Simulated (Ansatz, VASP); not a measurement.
# Bi2Se3 (Paraguanajuatite): VASP beside Ansatz, part 2 of 2

One calculation is typed for both programs; each brings its own data sets. How far apart do they land? The cell is taken from a series of runs on this material, whose earlier steps may have relaxed, scaled, displaced or heated it; both programs get it as it stands.

VASP 6.6.1 and Ansatz 0.2.0.

So far. Step 2 (VASP: single point, r2SCAN): The run ends at a pressure of 1.45 GPa, with forces up to 0.068 eV/Å.

**3. Ansatz: single point, r2SCAN**

Level of this step: Ansatz beside VASP: Kohn-Sham DFT, plane waves, r2SCAN (Ansatz).

Ansatz runs on PAW files that the input asks for by source.

The same cell, functional, mesh and smearing now go to Ansatz, which takes its cutoff from its data sets.

input.yaml reads:

```yaml
crystal:
  lattice:
    - [-2.0715, 1.1959810826, 9.5453333333]
    - [6.2145, -3.5879432479, 0.0]
    - [6.2145, 3.5879432479, 0.0]
  atoms:
    - { symbol: Bi, position: [0.7976, 0.5992, 0.0] }
    - { symbol: Bi, position: [0.7976, 0.9325333333, 0.3333333333] }
    - { symbol: Bi, position: [0.7976, 0.2658666667, 0.6666666667] }
    - { symbol: Bi, position: [0.2024, 0.4008, 0.0] }
    - { symbol: Bi, position: [0.2024, 0.7341333333, 0.3333333333] }
    - { symbol: Bi, position: [0.2024, 0.0674666667, 0.6666666667] }
    - { symbol: Se, position: [0.3649, 0.7883, 0.0] }
    - { symbol: Se, position: [0.3649, 0.1216333333, 0.3333333333] }
    - { symbol: Se, position: [0.3649, 0.4549666667, 0.6666666667] }
    - { symbol: Se, position: [0.6351, 0.2117, 0.0] }
    - { symbol: Se, position: [0.6351, 0.5450333333, 0.3333333333] }
    - { symbol: Se, position: [0.6351, 0.8783666667, 0.6666666667] }
    - { symbol: Se, position: [0.0, 0.0, 0.0] }
    - { symbol: Se, position: [0.0, 0.3333333333, 0.3333333333] }
    - { symbol: Se, position: [0.0, 0.6666666667, 0.6666666667] }
kpoints:
  mp_grid: { grid: [4, 4, 4] }
scf:
  occupations: { method: fermi_dirac, width: 0.02 }
  n_extra_bands: 11
hamiltonian:
  xc: r2scan
  pseudopotentials: { kind: paw, source: ansatz }
output:
  forces: true
  core_levels: { shells: { Se: ["3d"], Bi: ["5d"] }, add_spin: false }
```

Started as:

```bash
$ ansatz run input.yaml --threads 4 --pin off --max-ram 10240MiB --backend cpu --events-out ev --progress --plain --runs-dir out
```

Numbers of over 12 decimals in the logs are rounded to 6 here.

The program printed:

```text
scf.n_extra_bands = 11 over 141 filled bands (N_el = 282.0): the run solves 152 bands
Engine: ansatz 0.2.0, x86_64-unknown-linux-gnu
Pseudopotentials: kind: paw
Pseudopotential: Bi, paw, valence charge 23, recommended cutoff 500 eV (normal), Bi.paw.azcp
Pseudopotential: Se, paw, valence charge 16, recommended cutoff 820 eV (meta_gga), Se.paw.azcp
Functional definition: r2SCAN
  parameter k0 = 0.174
  parameter k1 = 0.065
  parameter a1 = 4.9479
  exchange = r2scan_x(k0 = k0, k1 = k1, a1 = a1)
  correlation = r2scan_c
Crystal: 15 atoms, lattice volume = 425.670 Å³
Basis set: ecut = 820 eV, 22639 PW (Γ), exchange–correlation on 480×360×360 points (64 copies of the dense FFT grid, shifted against one another)
Bands: 152, of which v1, the nominal top of the filled ones, is band 141 counted from 1 (140 counted from 0)
Symmetry: 12 space group operations
Space group: R-3m (ITA 166), of the structure as read, at distance tolerance 7.5e-5 Å
k-points: 24 of 64
Non-local potential: Bi, projectors of the file, l = 0: 3, l = 1: 3, l = 2: 3, l = 3: 2
Non-local potential: Se, projectors of the file, l = 0: 2, l = 1: 2, l = 2: 3, l = 3: 1
PAW form: soft (Blöchl's): semilocal exchange-correlation on the pseudo side does not see the compensation charge
PAW frozen core: Bi, regenerated for the run's functional (the file was generated under x = pbe(κ = 0.804, μ = 0.219515), c = pbe(β = 0.066725))
PAW frozen core: Se, regenerated for the run's functional (the file was generated under x = pbe(κ = 0.804, μ = 0.219515), c = pbe(β = 0.066725))
PAW one-centre angular grid: Bi, 590 points (default); XC on 241 of its mesh's 495 points in the sphere
PAW one-centre angular grid: Se, 590 points (default); XC on 160 Gauss nodes
Initial density: superposition of atomic densities (chi_scale 0.1, normalization cell, long waves kept (reshape's long-wave potential 0.46 eV rms))
Initial wavefunctions: pseudopotential atomic-orbital guess
Functional: x = r2scan, c = r2scan; τ floored in thin density (d = 2e-4 eV/Å³)
SCF iter   1: F=—  HF=-145825.805044 eV  |F-HF|=—  |Δ(HF+E_count)|=         —  Δρ=4.09e-2  dr2=2.32e1  dr2_τ=1.42e-1  ethr=3.10e-3  ⟨swp⟩=6.0  Hψ=13051  notcnv=0
preconditioner: auto → Resta (q_TF=auto, 2.547 Å⁻¹)  ε∞=4.9  [insulator: Δε(μ)=0.226 eV  Ē_g=8.332 eV  σ=0.020 eV  W_gap=0.99  n_scr=114 (ndim 8)  ℏωp=16.5 eV  f_vac=0.036  D(μ)=0.01/eV (n_scr^D=0)  ε∞_Penn≈4.9]
SCF iter   2: F=—  HF=-145822.929991 eV  |F-HF|=—  |Δ(HF+E_count)|=    2.88e0  Δρ=1.87e-2  dr2=1.64e0  dr2_τ=1.48e-1  ethr=3.10e-3  ⟨swp⟩=3.0  Hψ=6094  notcnv=0  defer=97
SCF iter   3: F=—  HF=-145822.806719 eV  |F-HF|=—  |Δ(HF+E_count)|=   1.23e-1  Δρ=1.05e-2  dr2=3.74e-1  dr2_τ=2.07e-2  ethr=5.83e-4  ⟨swp⟩=3.8  Hψ=6585  notcnv=0  defer=97
SCF iter   4: F=—  HF=-145822.867343 eV  |F-HF|=—  |Δ(HF+E_count)|=   6.06e-2  Δρ=3.95e-3  dr2=6.50e-2  dr2_τ=2.55e-3  ethr=1.33e-4  ⟨swp⟩=3.1  Hψ=6663  notcnv=0  defer=91
SCF iter   5: F=—  HF=-145822.876368 eV  |F-HF|=—  |Δ(HF+E_count)|=   9.03e-3  Δρ=8.62e-4  dr2=3.95e-3  dr2_τ=1.95e-4  ethr=2.30e-5  ⟨swp⟩=2.0  Hψ=6539  notcnv=0  defer=91
SCF iter   6: F=—  HF=-145822.877259 eV  |F-HF|=—  |Δ(HF+E_count)|=   8.91e-4  Δρ=3.33e-4  dr2=4.15e-4  dr2_τ=1.59e-5  ethr=1.40e-6  ⟨swp⟩=2.0  Hψ=6365  notcnv=0  defer=91
SCF iter   7: F=—  HF=-145822.877519 eV  |F-HF|=—  |Δ(HF+E_count)|=   2.60e-4  Δρ=7.02e-5  dr2=3.05e-5  dr2_τ=1.80e-6  ethr=1.47e-7  ⟨swp⟩=2.0  Hψ=5645  notcnv=0  defer=91
SCF iter   8: F=—  HF=-145822.877213 eV  |F-HF|=—  |Δ(HF+E_count)|=   3.06e-4  Δρ=3.02e-5  dr2=5.29e-6  dr2_τ=2.20e-7  ethr=1.08e-8  ⟨swp⟩=2.0  Hψ=6448  notcnv=0  defer=91
SCF iter   9: F=—  HF=-145822.877215 eV  |F-HF|=—  |Δ(HF+E_count)|=   2.23e-6  Δρ=9.55e-6  dr2=5.01e-7  dr2_τ=1.86e-8  ethr=1.87e-9  ⟨swp⟩=2.0  Hψ=6365  notcnv=0  defer=91
SCF iter  10: F=-145822.877216 eV  HF=-145822.877216 eV  |F-HF|=7.01e-9  |Δ(HF+E_count)|=   3.32e-7  Δρ=2.33e-6  dr2=2.69e-8  dr2_τ=2.09e-9  ethr=3.55e-11  ⟨swp⟩=10.3  Hψ=17114  notcnv=0
SCF 1 converged in 10 iterations: F = -145822.877216 eV  dr2 = 2.69e-8
  greatest PAW one-centre occupation: 1.000 electrons in one spin orbital (limit 2), on the Bi atom at site 2 (counted from 0), in its partial waves of l = 0
── core hole 1/3: 5d of Bi 0 ──
── 5d of Bi 0: 16.219 eV over the cell without the hole, in 10 iterations ──
── core hole 2/3: 3d of Se 6 ──
── 3d of Se 6: 43.895 eV over the cell without the hole, in 10 iterations ──
── core hole 3/3: 3d of Se 12 ──
── 3d of Se 12: 43.824 eV over the cell without the hole, in 10 iterations ──
SCF converged after 10 iterations
Free energy (F): -145822.877216 eV
Harris-Foulkes:  -145822.877216 eV  (|F-HF|=7.01e-9)
Internal energy: -145822.877216 eV  (E = F + TS)
E sigma→0 (E₀):  -145822.877216 eV
Entropy (-TS):   -0.000000 eV (-0.000 meV/atom)
Fermi energy:    10.260391 eV
--- Per-component energies (eV) ---
  E_band       = -8726.035432
[...]
E_xc         = -5755.689580
  E_vxc        = -2955.486156  (∫ρ·V_xc dr)
  E_paw        = -76788.676838  (= ΣΔE_a)
  E_vpaw       = 454.282915  (= ΣTr[D̂ρ^β])
  E_aug_tail   = -0.000170  (compensation charges beyond the density's cutoff)
  E_vtau       = 179.072737  (kinetic-family band-sum trace: ∫τ·v_τ [+ j·A + Jᵃ·Aᵃ] dr)
  E_ewald      = -35333.042558
  E_core_change = -16.259802  (= ΣΔE_core)
  E_smearing   = -0.000000  (= −TS)
  E_closure    = 0.000000  (closes the sum)
  Σ components = -145822.877216   (vs F -145822.877216, Δ=0.00e0)
--- Forces (eV/Å), atoms counted from 1 ---
  atom   1  Bi    -0.00011017     0.00006361     0.03167148
  atom   2  Bi    -0.00011017     0.00006361     0.03167148
  atom   3  Bi    -0.00011017     0.00006361     0.03167148
  atom   4  Bi     0.00011017    -0.00006361    -0.03167148
  atom   5  Bi     0.00011017    -0.00006361    -0.03167148
  atom   6  Bi     0.00011017    -0.00006361    -0.03167148
  atom   7  Se    -0.00016321     0.00009423    -0.08003453
  atom   8  Se    -0.00016321     0.00009423    -0.08003453
  atom   9  Se    -0.00016321     0.00009423    -0.08003453
  atom  10  Se     0.00016321    -0.00009423     0.08003453
  atom  11  Se     0.00016321    -0.00009423     0.08003453
  atom  12  Se     0.00016321    -0.00009423     0.08003453
  atom  13  Se     0.00000000    -0.00000000    -0.00000000
  atom  14  Se    -0.00000000     0.00000000     0.00000000
  atom  15  Se     0.00000000     0.00000000     0.00000000
  max |Σ_I F_I| component: 6.94e-17 eV/Å
--- Band table (eV; the first three rows and the last of 24) ---
  k-point 0: bands = [... 137 lower, 8.6755, 9.2584, 9.2584, 10.0146, 10.5062, 11.5543, 11.5543, 11.9451, ... 7 higher]
  k-point 1: bands = [... 137 lower, 9.1498, 9.3110, 9.4395, 9.4406, 11.2415, 11.5909, 11.8069, 11.9354, ... 7 higher]
  k-point 2: bands = [... 137 lower, 9.3248, 9.3248, 9.3352, 9.3352, 11.5469, 11.5469, 11.5876, 11.8929, ... 7 higher]
  k-point 23: bands = [... 137 lower, 8.7901, 9.1913, 9.1913, 9.7218, 11.1456, 11.6715, 11.6715, 12.1010, ... 7 higher]
--- Core levels from the valence top, as differences alone (the bands leave a gap at the count of the electrons; a hole's nearest image at 7.2 Å) ---
  the holes have no spin, as output.core_levels.add_spin types it
  atom         alike  shell      binding/eV   shift/eV difference/eV images/eV   SCF
  Bi 0             6     5d               –     +0.000        16.219         –    10
  Se 6             6     3d               –     +0.000        43.895         –    10
  Se 12            3     3d               –     -0.072        43.824         –    10
  the dataset of Bi with a 5d hole: scattering error 0.005 eV; free atom: Dirac core, large and small components
  the two lines of Bi's 5d: 5d3/2 +1.778 eV and 5d5/2 -1.185 eV off its levels, 2 : 3 in strength
  the dataset of Se with a 3d hole: scattering error 0.001 eV; free atom: Dirac core, large and small components
  the two lines of Se's 3d: 3d3/2 +0.507 eV and 3d5/2 -0.338 eV off its levels, 2 : 3 in strength
  the highest filled level without a hole stands at 10.0146 eV, at the point (0.0000, 0.0000, 0.0000)
  the images' leading term is +2.6136 eV over the dielectric constant and drops out of the shifts between sites that screen alike; how each hole's potential is aligned does not: type output.core_levels.eps_inf
```

**4. Comparison**

Known differences besides the potentials themselves: VASP keeps PBE cores, Ansatz makes them for the functional; the data sets hold 282 valence electrons in Ansatz (on PAW files that the input asks for by source) and 144 in VASP; the cutoff is 820 eV in Ansatz and 440 eV in VASP. Total energies have different zeros and are not compared.

Compared:

```
              quantity  Ansatz   VASP  difference
gap on the k mesh (eV)   0.492  0.482      +0.010
```

Forces on 7 of the 15 atoms, those with the largest forces and the largest differences (eV/Å; atoms numbered as in POSCAR):

```
atom        Ansatz x, y, z          VASP x, y, z
 Bi1   0.000, 0.000, 0.032   0.000, 0.000, 0.043
 Se7  0.000, 0.000, -0.080  0.000, 0.000, -0.068
 Se8  0.000, 0.000, -0.080  0.000, 0.000, -0.068
 Se9  0.000, 0.000, -0.080  0.000, 0.000, -0.068
Se10   0.000, 0.000, 0.080   0.000, 0.000, 0.068
Se11   0.000, 0.000, 0.080   0.000, 0.000, 0.068
Se12   0.000, 0.000, 0.080   0.000, 0.000, 0.068
```

The forces differ by 6.0 meV/Å r.m.s., which is 20.5 % of the r.m.s. force of 0.029 eV/Å (both taken over all components). A gap on the mesh is an upper bound, since the band edges may lie between its points; neither run holds spin-orbit coupling, which can move the band edges of a compound of Bi.

**5. Summary of results**

- difference in gap on the k mesh (single point, r2SCAN): 0.0099 eV

What this shows: The difference in gap on the k mesh is 0.0099 eV (single point, r2SCAN), within the 0.08 eV picked in this series as the mark of a large difference. The data sets hold unlike numbers of valence electrons (282 in Ansatz and 144 in VASP), so part of the differences comes from the potentials. Such differences can come from data sets, numerical settings and the points named under the comparisons, not from the functional's error against experiment.

[Lines on the potential files, build, host, timing and source positions are cut from VASP's logs without a mark.]

[Logs are printed without paths, hosts, clocks, repeated set-up lines and the standing remarks that a program may print on its own settings, such as how far it seeks lower states.]

[Hosts, paths, dates, database ids (printed as entryN), source tags and the programs' standing remarks are cut or masked in the printed files.]
